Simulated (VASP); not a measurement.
The input files of a VASP run:

### POSCAR
```
Ba
1
   -2.5602000000     2.5602000000     2.5602000000
    2.5602000000    -2.5602000000     2.5602000000
    2.5602000000     2.5602000000    -2.5602000000
Ba
1
Direct
  0.0000000000   0.0000000000   0.0000000000
```

**KPOINTS**
```
kpoints
0
gamma
 9 9 9
0 0 0
```

**INCAR**
```
ALGO  =  Normal
EDIFF  =  1E-6
ENCUT  =  775
GGA  =  PE
ISIF  =  2
ISMEAR  =  1
LASPH  =  T
LCHARG  =  F
LMAXMIX  =  4
LREAL  =  F
LWAVE  =  F
NELM  =  100
PREC  =  Accurate
SIGMA  =  0.1
SYSTEM  =  Ba
```

POTCAR, in this order: Ba_sv (PBE.64 set). Program: vasp_std.

Problem. Write an equivalent input for Quantum ESPRESSO's pw.x.

Solution. One equivalent input (not run):
```
&CONTROL
  calculation = 'scf'
  pseudo_dir = './pseudo'
  outdir = './out'
  tprnfor = .true.
  tstress = .true.
/
&SYSTEM
  ibrav = 0
  nat = 1
  ntyp = 1
  ecutwfc = 56.6
  occupations = 'smearing'
  smearing = 'methfessel-paxton'
  degauss = 0.00735
  input_dft = 'pbe'
/
&ELECTRONS
  conv_thr = 7.3e-08
  electron_maxstep = 100
/
ATOMIC_SPECIES
  Ba 137.327 Ba.upf
CELL_PARAMETERS angstrom
    -2.5602000    2.5602000    2.5602000
     2.5602000   -2.5602000    2.5602000
     2.5602000    2.5602000   -2.5602000
ATOMIC_POSITIONS crystal
  Ba   0.0000000  0.0000000  0.0000000
K_POINTS automatic
  9 9 9 0 0 0
```
The two are equivalent in intent, not identical: the potentials are each code's own (VASP's PAW set, PseudoDojo norm-conserving files in pw.x), so ENCUT and ecutwfc are chosen apart and not converted; conv_thr bounds pw.x's estimated SCF error, while EDIFF bounds the energy change between steps.

The compound is Ba in the bcc structure. The cell was not relaxed at this level. The run is one of a series of settings (ENCUT = 775 against the base run), some of them coarse on purpose.
